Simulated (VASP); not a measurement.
Runs of VASP 6.6.1 on HfIn4SiO6. It takes space group Cm (No. 8, monoclinic). The conventional cell has a = 6.461 Å, b = 11.155 Å, c = 6.494 Å, α = 90.00°, β = 103.71°, γ = 90.00°. Around Hf (site symmetry m) lie 4 O at 1.97 to 2.02 Å. In (site symmetry 1) is surrounded by 3 O at 2.38 to 2.46 Å. In (site symmetry 1) is surrounded by 3 O at 2.42 to 2.65 Å. Si (site symmetry m) has 4 O at 1.63 to 1.66 Å as nearest neighbours. O (site symmetry 1) is surrounded by 1 Si at 1.65 Å. O (site symmetry m) has 1 Si at 1.66 Å as nearest neighbours. Around O (site symmetry m) lie 1 Si at 1.63 Å. Around O (site symmetry 1) lie 1 Hf at 1.97 Å. The cell was built by a generator and needn't be a form met in nature.

```csv
task,level,cell,cutoff (eV),gap on the mesh (eV),pressure (GPa),relaxed volume (Å³/atom),largest force (eV/Å)
relaxation of cell and atoms,PBE+D4,relaxed,600,(a),0.0,(b),0.01
relaxation of cell and atoms,PBE+D3,relaxed,600,0.64,0.0,17.76,0.01
single point,PBE,as given,520,0.63,-0.3,-,0.19
relaxation of cell and atoms,PBE+D3(BJ),relaxed,600,0.60,0.0,17.61,0.01
```

Alike in all rows: potentials or basis VASP PAW PBE potentials, release 64 (Hf_pv, In_d, Si, O); no spin polarisation; k mesh 5 × 5 × 4; smearing fermi-dirac 0.05 eV.

Estimate the missing entries.

(a) 0.59; (b) 17.64.

Caveats: spin-orbit coupling is left out, which moves the levels of the heavy elements; an odd mesh through Γ misses points on the zone boundary, where band edges often lie.

A k mesh can miss the band edges, and the runs leave out spin-orbit coupling on Hf, In.

Not every run made on this cell is shown here.
